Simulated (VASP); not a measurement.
VASP input:

File POSCAR:
```
Pd
1.0
  4.4762304327   0.0000000000   0.0000000000
 -2.2381152164   3.8765294550   0.0000000000
  0.0000000000   0.0000000000   2.6395797301
Pd
3
Direct
  0.0000000000   0.0000000000   0.0000000000
  0.3333330000   0.6666670000   0.5000000000
  0.6666670000   0.3333330000   0.5000000000
```

INCAR:
```
SYSTEM = Pd
PREC = Accurate
ENCUT = 400
EDIFF = 1E-6
NELM = 100
ALGO = Normal
LREAL = .FALSE.
LASPH = .TRUE.
ISMEAR = 1
SIGMA = 0.1
METAGGA = R2SCAN
LMIXTAU = .TRUE.
LMAXMIX = 4
LWAVE = .FALSE.
LCHARG = .FALSE.
IBRION = 2
ISIF = 3
NSW = 60
EDIFFG = -0.02
```

### KPOINTS
```
Regular mesh
0
G
 7 7 10
```

POTCAR, in this order: Pd (PBE.64 set). Program: vasp_std.

Q: Translate this r2SCAN calculation to Ansatz.

A: One equivalent input (not run):
Ansatz 0.2 input:
```yaml
crystal:
  lattice:
    - [4.4762304, 0.0000000, 0.0000000]
    - [-2.2381152, 3.8765295, 0.0000000]
    - [0.0000000, 0.0000000, 2.6395797]
  atoms:
    - { symbol: Pd, position: [0.0000000, 0.0000000, 0.0000000] }
    - { symbol: Pd, position: [0.3333330, 0.6666670, 0.5000000] }
    - { symbol: Pd, position: [0.6666670, 0.3333330, 0.5000000] }
kpoints:
  mp_grid: { grid: [7, 7, 10] }
hamiltonian:
  xc: r2scan
  pseudopotentials: { kind: paw }
scf:
  occupations: { method: methfessel_paxton, width: 0.1 }
  max_iter: 100
relax:
  max_steps: 60
  f_tol: 0.02
  cell: {}
output: { forces: true, stress: true, eigenvalues: true }
```
What does not carry over: each code has its own PAW files, so the cut-off isn't converted (ENCUT is set for VASP's; basis.ecutwfc is left out, and Ansatz then takes the one that its files recommend); Ansatz stops its SCF on the density residual and VASP on the energy change (EDIFF).

The structure was generated: Pd was put into the omega type (P6/mmm), which need not be its known phase. It was relaxed first. The start is the result of an earlier pass.
